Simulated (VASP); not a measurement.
Method: PBE GGA with D3 dispersion (zero damping), VASP's PBE PAW potentials (set 64) (plane waves; VASP).

VASP input:

INCAR:
```
SYSTEM = SnSe2
PREC = Accurate; ENCUT = 520; LREAL = .FALSE.
LASPH = .TRUE.
EDIFF = 1E-7; NELM = 100; ALGO = Normal
LMAXMIX = 4
ISMEAR = 0; SIGMA = 0.05
GGA = PE; IVDW = 11
IBRION = 2; NSW = 30; ISIF = 4
EDIFFG = -0.01
LWAVE = .FALSE.; LCHARG = .FALSE.
```

KPOINTS:
```
Automatic mesh
0
Gamma
7 7 4
0 0 0
```

File POSCAR:
```
SnSe2
1
    1.9296011868    -3.3421675137     0.0000000000
    1.9296011868     3.3421675137     0.0000000000
    0.0000000000     0.0000000000     6.2807991454
Sn Se
1 2
Direct
  1.0000000000   0.0000000000   0.0000000000
  0.3333330000   0.6666670000   0.2537145621
  0.6666670000   0.3333330000   0.7462854379
```

POTCAR, in this order: Sn_d Se (PBE.64 set). Program: vasp_std.

Q: What does the run give for the energy per atom (σ→0), dispersion energy?

A: 
```
Quantity                        Value
---------------------  --------------
energy per atom (σ→0)  -4.170 eV/atom
dispersion energy           -0.662 eV
```

**OSZICAR**
```
...
       N       E                     dE             d eps       ncg     rms          rms(c)
DAV:   1    -0.118474050816E+02   -0.19013E-03   -0.35646E-02   954   0.122E+00    0.118E-01
DAV:   2    -0.118472694013E+02    0.13568E-03   -0.20231E-03  1005   0.483E-01    0.635E-02
DAV:   3    -0.118471593847E+02    0.11002E-03   -0.19855E-04  1210   0.170E-01    0.292E-02
DAV:   4    -0.118471450962E+02    0.14288E-04   -0.42895E-05  1349   0.778E-02    0.788E-03
DAV:   5    -0.118471446732E+02    0.42294E-06   -0.65065E-06  1363   0.220E-02    0.307E-03
DAV:   6    -0.118471446835E+02   -0.10208E-07   -0.59550E-07  1083   0.696E-03
   3 F= -.12508942E+02 E0= -.12508942E+02  d E =-.127113E-03
```

The compound is SnSe2 in the 1T layered structure. This run relaxes it. Symmetry was kept, so distortions that lower it aren't found.
